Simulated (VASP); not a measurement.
Method: PBE GGA, VASP's PBE PAW potentials (set 64) (plane waves; VASP).

Input for VASP

POSCAR:
```
Cs
1
   -3.0500000000     3.0500000000     3.0500000000
    3.0500000000    -3.0500000000     3.0500000000
    3.0500000000     3.0500000000    -3.0500000000
Cs
1
Direct
  0.0000000000   0.0000000000   0.0000000000
```

File KPOINTS:
```
Automatic mesh
0
Monkhorst-Pack
3 3 3
0 0 0
```

### INCAR
```
# general
SYSTEM  = Cs
PREC    = Accurate
ENCUT   = 400
LREAL   = .FALSE.   # projection in real space or not
LASPH   = .TRUE.   # aspherical one-centre terms

# electronic loop
EDIFF   = 1E-6   # SCF stop (eV)
NELM    = 100   # most electronic steps
ALGO    = Normal   # blocked Davidson
LMAXMIX = 4   # l cut-off of mixed one-centre charges

# smearing
ISMEAR  = 1   # Methfessel-Paxton
SIGMA   = 0.1   # width (eV)

# functional
GGA     = PE   # PBE

# ions
ISIF    = 2

# output
LWAVE   = .FALSE.
LCHARG  = .FALSE.
```

POTCAR, in this order: Cs_sv (PBE.64 set). Program: vasp_std.

What will the output report for the number of irreducible k-points (NKPTS), number of bands (NBANDS), largest plane-wave count, number of space-group operations, FFT grid (NGX, NGY, NGZ)?

The number of irreducible k-points (NKPTS) comes out as 4, the number of bands (NBANDS) is 8 and the largest plane-wave count is 2093. The number of space-group operations is 48 and the FFT grid (NGX, NGY, NGZ) is 36 × 36 × 36.

The compound is Cs in the bcc structure. The cell was not relaxed at this level. The k-mesh is coarse (spacing up to 0.49 per Å, 2π included), so the numbers may not be converged in it. The run is one of a series of settings (KPOINTS 3×3×3 Monkhorst-Pack mesh against the base run), some of them coarse on purpose.
